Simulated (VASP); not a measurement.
Given:

```xyz
1
Lattice="0.0000 1.9489 1.9489 1.9489 0.0000 1.9489 1.9489 1.9489 0.0000" Properties=species:S:1:pos:R:3 pbc="T T T"
Pd     0.0000     0.0000     0.0000
```

The numbers are results of optB88-vdW, VASP's PBE PAW potentials (set 64) (plane waves; VASP), not measurements. Run with 520 eV cut-off, 16×16×16 Γ-centred mesh, first-order Methfessel-Paxton smearing of 0.10 eV, potentials Pd.

Task: Give the stress tensor in GPa (positive for a compressed cell).

Result: 
```
5.56  0.00  0.00
0.00  5.56  0.00
0.00  0.00  5.56
```
The pressure is its mean diagonal, 5.56 GPa.

The compound is Pd in the fcc structure. This cell is one point of a volume scan, at 0.97 of the reference volume.
